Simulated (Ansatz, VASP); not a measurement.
One calculation of Al3Te3H, two programs

```
CELL_PARAMETERS angstrom
5.58074 0.00000 0.00000
0.00000 5.58074 0.00000
0.00000 0.00000 5.58074
ATOMIC_POSITIONS crystal
Al 0.00000 0.50000 0.50000
Al 0.50000 0.00000 0.50000
Al 0.50000 0.50000 0.00000
Te 0.50000 0.00000 0.00000
Te 0.00000 0.50000 0.00000
Te 0.00000 0.00000 0.50000
H 0.50000 0.50000 0.50000
```

Alike in both runs: task relaxation of cell and atoms; functional PBE; k mesh 8 × 8 × 8; occupations gaussian, width 0.1 eV; no spin polarisation.

|  | VASP | Ansatz |
| --- | --- | --- |
| version | VASP 6.6.1 | Ansatz 0.2.0 |
| potentials or method | VASP PAW PBE potentials, release 64 (Al, Te, H) | scalar-relativistic, plane waves, PAW |
| plane-wave cutoff (eV) | 600 | 420 |
| valence electrons in the cell | 28 | 58 |

|  | VASP | Ansatz | Ansatz less VASP |
| --- | --- | --- | --- |
| gap on the k mesh at the Fermi level, each at its own relaxed structure (eV) | none | none | - |
| relaxed volume (Å³/atom) | 24.95 | 24.93 | -0.015 |
| relaxed cell length with the largest relative difference (Å) | 5.589 | 5.588 | -0.0011 |

A gap of «none» marks a metal or a gap that the smearing closes. The two sets of potentials don't hold the same shells in valence.

Spin-orbit coupling is left out, which matters for the levels of Te.
